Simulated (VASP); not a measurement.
# KI: band gap against strain

KI (rock salt, Fm-3m, 46.388 Å³/atom and stress up to 0.01 GPa in the relaxed cell, cube axes along x, y and z) under an equal strain ε along all three axes. PBE in VASP (plane waves, PAW), 480 eV, 8×8×8 Γ-centred mesh, Gaussian smearing 0.05 eV; ions are relaxed, or left where forces stay under 0.02 eV/Å, within the symmetry of each cell. Against the start cell, which lies near the measured one, the relaxed cell differs by 5.0 % in volume; the values below rest on it. Gaps are the smallest on the run's k-mesh, which can miss an edge that lies off it, without spin-orbit coupling; in all rows the valence edge lies at Γ and the conduction edge at Γ.

Here s stands for strain and Eg for gap.

| strain (%) | gap (eV) |
|---|---|
| -3.00 | ? |
| -1.50 | 3.950 |
| -1.00 | 3.915 |
| -0.50 | 3.882 |
| 0.00 | 3.848 |
| 0.50 | 3.816 |
| 1.00 | 3.784 |
| 1.50 | 3.754 |

### Question
Fit Eg against s with a straight line, and predict the withheld value at s = -3.00.

### Answer
Means: s 0, Eg 3.8499. About the means, the sum of products is -0.45800 and the sum of squares of s is 7.0000; the slope is their ratio. Least squares gives Eg = 3.8499 - 0.06543·s. Residuals (row less fit): 0.0020, -0.0003, -0.0006, -0.0019, -0.0012, -0.0005, 0.0022; standard error 0.0017 (degrees of freedom: 5). Over these rows the gap moves by -6.54 ± 0.06 eV per unit strain, or -2.2 eV per unit of ln V. At the withheld row, Eg = 3.8499 - 0.06543 × (-3.0) = 4.0462 eV. The calculation gives 4.060 eV, 0.0138 eV above the prediction (4.5 % of the range of Eg in the table). The row lies outside the fitted rows, so this is an extrapolation. From the scatter of the fitted rows alone, a prediction at this place has a standard error of 0.0027 eV, so the miss is 5.1 times that.

A polynomial of degree 2 through the 12 other runs of the series gives 4.059 there, so most of the miss is curvature that the fit leaves out. Other structures, which can take over under pressure, weren't tried. Spin-orbit coupling is left out, which can shift this property for KI. Rows are the converged runs of the series near zero and its far end, less any whose ions stayed unrelaxed beside relaxed ones; series whose fitted rows scatter by over a few per cent of the range, as at a crossing or softening among them, aren't shown in this form. Most that stay on the fit to the last digits aren't either.
